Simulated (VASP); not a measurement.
# Which face does Rh expose?, part 5 of 5

How do surface energy, work function and relaxation of Rh depend on the face?

VASP 6.6.1; PBEsol; plane waves and PAW (Rh).

So far. Step 6 (Relaxing the slab, 7 atoms, face Rh(100)): The run ended after 8 ionic steps, 0.053 eV below its first step, once the forces on the free atoms met EDIFFG = -0.03. Step 7 (Potential and states of the slab, 7 atoms, face Rh(100)): The vacuum level lies 5.16 eV above the Fermi level at the upper face; both faces agree, as the slab has next to no dipole.

**8. Relaxing the slab, 9 atoms, face Rh(110) (continued)**

The steps of the relaxation:

```
step  energy less that of the first step (eV)  largest force (eV/Å)
   1                                   0.0000                1.0697
   2                                  -0.1035                0.5975
   3                                  -0.1312                0.1434
   4                                  -0.1312                0.1530
   5                                  -0.1355                0.1212
   6                                  -0.1378                0.0913
   7                                  -0.1382                0.1369
   8                                  -0.1412                0.0762
   9                                  -0.1422                0.0562
  10                                  -0.1428                0.0840
  11                                  -0.1428                0.0601
  12                                  -0.1428                0.0778
  13                                  -0.1439                0.0196
```

The atoms that moved most (Å):

```csv
atom,dx,dy,dz,length
Rh1,0.000,0.000,0.115,0.115
Rh9,0.000,0.000,-0.115,0.115
Rh4,0.000,0.000,0.024,0.024
Rh6,0.000,0.000,-0.024,0.024
Rh8,0.000,0.000,0.011,0.011
Rh2,0.000,0.000,-0.011,0.011
```

Final coordinates:

```xyz
9
Lattice="3.7744 0.0000 0.0000 0.0000 2.6689 0.0000 0.0000 0.0000 25.6757" Properties=species:S:1:pos:R:3
Rh    0.0000    0.0000    7.6147
Rh    1.8872    1.3345    8.8230
Rh    0.0000    0.0000   10.1697
Rh    1.8872    1.3345   11.5272
Rh    0.0000    0.0000   12.8378
Rh    1.8872    1.3345   14.1485
Rh    0.0000    0.0000   15.5060
Rh    1.8872    1.3345   16.8527
Rh    0.0000    0.0000   18.0610
```

The run ended after 13 ionic steps, 0.144 eV below its first step, once the forces on the free atoms met EDIFFG = -0.03.

**9. Potential and states of the slab, 9 atoms, face Rh(110)**

INCAR reads:

```
SYSTEM = Rh
PREC = Normal
ENCUT = 320
EDIFF = 1E-06
NELM = 120
ISMEAR = 1
SIGMA = 0.15
LREAL = .FALSE.
ALGO = Fast
GGA = PS
NBANDS = 50
LASPH = .TRUE.
LORBIT = 11
LWAVE = .FALSE.
LCHARG = .TRUE.
KPAR = 4
IDIPOL = 3
LDIPOL = .TRUE.
DIPOL = 0.5 0.5 0.5
LVHAR = .TRUE.
LVACPOTAV = .TRUE.
NEDOS = 1500
```

POSCAR reads:

```
Rh
1.0
    3.7744236530      0.0000000000      0.0000000000
    0.0000000000      2.6689205601      0.0000000000
    0.0000000000      0.0000000000     25.6756822404
Rh
9
Direct
    0.0000000000      0.0000000000      0.2965726673
    0.5000000000      0.5000000000      0.3436310576
    0.0000000000      0.0000000000      0.3960823660
    0.5000000000      0.5000000000      0.4489543538
    0.0000000000      0.0000000000      0.5000000000
    0.5000000000      0.5000000000      0.5510456462
    0.0000000000      0.0000000000      0.6039176340
    0.5000000000      0.5000000000      0.6563689424
    0.0000000000      0.0000000000      0.7034273327
```

KPOINTS reads:

```
Automatic mesh
0
Gamma
8 11 1
0 0 0
```

The projector-augmented-wave data sets are Rh (PBE family, release 64).

Started as:

```bash
mpirun -np 4 vasp_std
```

The program printed:

```text
[... set-up lines as in an earlier step ...]
 entering main loop
       N       E                     dE             d eps       ncg     rms          rms(c)
DAV:   1     0.397261239331E+03    0.39726E+03   -0.29288E+04  3032   0.981E+02
DAV:   2    -0.514763476054E+02   -0.44874E+03   -0.41953E+03  3400   0.262E+02
DAV:   3    -0.742593531312E+02   -0.22783E+02   -0.21200E+02  3860   0.540E+01
DAV:   4    -0.753395970898E+02   -0.10802E+01   -0.10404E+01  3978   0.109E+01
[...]
RMM:  28    -0.697954162866E+02   -0.50337E-05   -0.48570E-07  1524   0.208E-03    0.955E-04
RMM:  29    -0.697954176575E+02   -0.13709E-05   -0.16565E-07   969   0.133E-03    0.271E-04
RMM:  30    -0.697954179831E+02   -0.32554E-06   -0.50194E-08   599   0.109E-03
 [... a notice as in an earlier step ...]

   1 F= -.69795418E+02 E0= -.69794728E+02  d E =-.207062E-02
```

Wall time 1.8 min (4 MPI ranks of AMD EPYC 7R43, shared host); peak memory 0.85 GiB; 7 min of CPU time.

Parts of OUTCAR (step 9):

```text
  Total       -2.9580195     -4.2914315     -0.7254965     -0.0000000      0.0000000      0.0000000
  in kB      -18.3232844    -26.5830302     -4.4940472     -0.0000000      0.0000000      0.0000000
  external PRESSURE =     -16.4667873 kB  Pullay stress =       0.0000000 kB

 POSITION                                       TOTAL-FORCE (eV/Angst)
 -----------------------------------------------------------------------------------
      0.00000      0.00000      7.61471         0.000000      0.000000      0.005257
      1.88721      1.33446      8.82296         0.000000     -0.000000      0.019090
      0.00000      0.00000     10.16968         0.000000      0.000000     -0.009915
      1.88721      1.33446     11.52721         0.000000      0.000000     -0.019278
      0.00000      0.00000     12.83784         0.000000      0.000000      0.000000
      1.88721      1.33446     14.14847         0.000000      0.000000      0.019278
      0.00000      0.00000     15.50600        -0.000000      0.000000      0.009915
      1.88721      1.33446     16.85272         0.000000      0.000000     -0.019090
      0.00000      0.00000     18.06098         0.000000      0.000000     -0.005257
 -----------------------------------------------------------------------------------
    total drift:                                0.000000      0.000000      0.000000

  FREE ENERGIE OF THE ION-ELECTRON SYSTEM (eV)
  ---------------------------------------------------
  free  energy   TOTEN  =       -69.7954179831 eV

  energy  without entropy=      -69.7933473611  energy(sigma->0) =      -69.79472778

[... 2 parts as in an earlier step ...]

[... 1 further part left out ...]
[key lines of the parts left out:]
E-fermi :   3.1592
```

The map of layer states is cut here 0.5 eV above the Fermi level, so it leaves out the states above that.

The vacuum level lies 4.62 eV above the Fermi level at the upper face; both faces agree, as the slab has next to no dipole.

The program found no field-free point at its default tolerance, but its printed level agrees with the flat part of the planar average.

On this mesh the fine structure of the density of states is sampling noise, and high empty states may be cut by the number of bands.

**10. The faces side by side**

This step: surfaces of a metal, PBEsol; plane waves and PAW (VASP 6.6.1).

No new run; the numbers come from the runs before.

Symmetric slabs, all atoms free. All faces:

```csv
face,layers,area a surface atom (Å²),work function (eV),surface energy as cut (J/m²),surface energy relaxed (J/m²),change of the top spacing (%)
Rh(111),7,6.169,5.298,2.493,2.464,-2.16
Rh(100),7,7.123,5.159,2.924,2.865,-4.09
Rh(110),9,10.07,4.622,3.016,2.901,-9.46
```

Each surface energy is the slab's energy less its number of atoms times the bulk energy of -8.1603 eV, over twice the cell's area.

**11. Results**

```
Rh(111) : 2.46 J/m², 5.30 eV
Rh(100) : 2.86 J/m², 5.16 eV
Rh(110) : 2.90 J/m², 4.62 eV
```

In words: The cheapest face is Rh(111) at 2.46 J/m², against 2.86 for Rh(100) and 2.90 for Rh(110). The work functions are 5.30 eV for Rh(111), 5.16 eV for Rh(100) and 4.62 eV for Rh(110). The densest face has the highest work function, as the smoothing of the electron density over an open face lowers the surface dipole. The densest face is also the cheapest, since it cuts the fewest bonds an area. The top spacing changes by -2.2 % on Rh(111), -4.1 % on Rh(100) and -9.5 % on Rh(110), the most on the most open face. One thickness was run for each face, and bulk and slab meshes don't match, which leaves some hundredths of a J/m². The cells are 1 × 1 and can't reconstruct.

[Lines on the potential files, build, host, timing and source positions are cut from VASP's logs without a mark.]

[Logs are printed without paths, hosts, clocks, repeated set-up lines and the standing remarks that a program may print on its own settings, such as how far it seeks lower states.]

[Hosts, paths, dates, database ids (printed as entryN), source tags and the programs' standing remarks are cut or masked in the printed files.]

[Runs that stopped without an error message from VASP are left out.]
